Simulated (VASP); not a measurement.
A convergence study with VASP on PtS2 (1T layered): one setting is varied, all else stays as given below, so the limit is that of these other settings. ε∞ is the independent-particle value.

```xyz
3
Lattice="1.7700 -3.0657 0.0000 1.7700 3.0657 0.0000 0.0000 0.0000 5.0400" Properties=species:S:1:pos:R:3 pbc="T T T"
Pt     0.0000     0.0000     0.0000
S      1.7700     1.0219     1.1592
S      1.7700    -1.0219     3.8808
```

Calculation: PBE GGA, VASP's PBE PAW potentials (set 64) (plane waves; VASP). The tightest run used: 550 eV cut-off, 6×6×4 Γ-centred mesh, Gaussian smearing of 0.050 eV, potentials Pt S.

Problem. The settings run are NBANDS = 12; NBANDS = 13; NBANDS = 15; NBANDS = 19; NBANDS = 27; NBANDS = 43; NBANDS = 75; NBANDS = 139. From which on does the mean ε∞ stay within 0.3  of the tightest run?

Solution. From NBANDS = 27 on: it is off by 0.16 there and by no more than 0.3 in any finer run, while NBANDS = 19 is off by 0.50.
| setting | mean ε∞ | bands | difference judged () |
|---|---|---|---|
| NBANDS = 12 | 11.19 | 12 | 6.29 |
| NBANDS = 13 | 14.82 | 13 | 2.66 |
| NBANDS = 15 | 16.30 | 15 | 1.18 |
| NBANDS = 19 | 16.98 | 19 | 0.50 |
| NBANDS = 27 | 17.32 | 27 | 0.16 |
| NBANDS = 43 | 17.42 | 43 | 0.06 |
| NBANDS = 75 | 17.47 | 75 | 0.01 |
| NBANDS = 139 | 17.48 | 139 | 0.00 |

Left out are rungs that failed or repeat a setting and relaxations that didn't move; long series are thinned to 24 rows.

The compound is PtS2 in the 1T layered structure. The cell was not relaxed at this level, forces remain on its atoms.
